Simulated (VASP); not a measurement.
Data:

```
HgTe
1.0
    0.00000     3.31834     3.31834
    3.31834     0.00000     3.31834
    3.31834     3.31834     0.00000
Hg Te
1 1
Direct
  0.00000   0.00000   0.00000
  0.25000   0.25000   0.25000
```

These are optB88-vdW, VASP's PBE PAW potentials (set 64) (plane waves; VASP) values and carry that method's errors. Numerical set-up: 520 eV cut-off, 11×11×11 Γ-centred mesh, tetrahedra with Blöchl corrections, potentials Hg Te.

Unless said otherwise, spin-orbit coupling is left out, though it shifts the bands of the heavy elements here.

Task: Tabulate the total density of states (states/eV per cell) against energy (eV; zero at the valence-band maximum or, without a gap, the Fermi level).

Result: 
```csv
E (eV),DOS (states/eV)
-9.91,0.00
-9.56,0.00
-9.20,0.00
-8.85,0.00
-8.50,0.00
-8.15,0.00
-7.79,0.00
-7.56,0.00
-7.21,0.00
-6.86,16.5
-6.50,26.4
-6.15,4.02
-5.80,0.00
-5.45,0.00
-5.09,0.26
-4.74,1.70
-4.39,0.85
-4.04,0.54
-3.68,0.39
-3.33,0.28
-3.10,0.22
-2.74,0.15
-2.39,2.19
-2.04,1.82
-1.69,2.29
-1.33,2.16
-0.98,2.05
-0.63,1.06
-0.28,0.46
0.07,0.00
0.43,0.04
0.78,0.25
1.13,0.67
1.37,0.75
1.72,1.07
2.07,2.13
2.42,0.80
2.78,0.24
3.13,0.42
3.48,0.62
```
Within 2 eV below the Fermi level the largest weight inside VASP's projection spheres is Te p.

The compound is HgTe in the zinc blende structure. It was relaxed first, which changed the volume by +8 %.
